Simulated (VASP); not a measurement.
Calculation: r2SCAN+rVV10, VASP's PBE PAW potentials (set 64) (plane waves; VASP 6.6.1).

A VASP calculation is set up with these files.

### POSCAR
```
Eu
1
   -2.2061792329     2.2061792329     2.2061792329
    2.2061792329    -2.2061792329     2.2061792329
    2.2061792329     2.2061792329    -2.2061792329
Eu
1
Direct
  0.0000000000   0.0000000000   0.0000000000
```

KPOINTS:
```
K-points
0
G
 11 11 11
```

### INCAR
```
SYSTEM = Eu
PREC = Accurate; ENCUT = 520; LREAL = .FALSE.
LASPH = .TRUE.
EDIFF = 1E-6; NELM = 100; ALGO = Normal
LMAXMIX = 6; LMIXTAU = .TRUE.
ISMEAR = 1; SIGMA = 0.1
METAGGA = R2SCAN; LUSE_VDW = .TRUE.; BPARAM = 11.95
CPARAM = 0.0093
IBRION = 2; NSW = 60; ISIF = 3
EDIFFG = -0.01
LWAVE = .FALSE.; LCHARG = .FALSE.
```

POTCAR, in this order: Eu_2 (PBE.64 set). Program: vasp_std.

The 4f electrons are frozen in the core of the lanthanide potential, so 4f levels, which can set the real gap, and their magnetism are missing.

Problem. What does the run give for the energy per atom (σ→0), volume per atom, band gap (on the k-mesh)?

Solution. 
| Item | Value |
|---|---|
| energy per atom (σ→0) | -2593.0 kJ/mol of atoms |
| band gap (on the k-mesh) | none (metal, semimetal or under 0.01 eV) |
| volume per atom | 42.22 Å^3/atom |

**OSZICAR**
```
...
DAV:   1    -0.268771267385E+02   -0.19661E-02   -0.44938E-02   976   0.223E+00    0.188E-01
DAV:   2    -0.268757111598E+02    0.14156E-02   -0.15978E-03  1368   0.456E-01    0.101E-01
DAV:   3    -0.268751337497E+02    0.57741E-03   -0.18281E-03  1408   0.422E-01    0.517E-02
DAV:   4    -0.268752008623E+02   -0.67113E-04   -0.26752E-05   936   0.542E-02    0.412E-02
DAV:   5    -0.268751701488E+02    0.30714E-04   -0.46151E-05  1160   0.800E-02    0.852E-03
DAV:   6    -0.268752186076E+02   -0.48459E-04   -0.48796E-05  1096   0.827E-02    0.115E-03
DAV:   7    -0.268752188188E+02   -0.21121E-06   -0.18254E-06  1024   0.152E-02
   3 F= -.26875219E+02 E0= -.26874962E+02  d E =-.392991E-03
```

The compound is Eu in the bcc structure. This run relaxes it. Symmetry was kept, so distortions that lower it aren't found. The start is the result of an earlier pass.
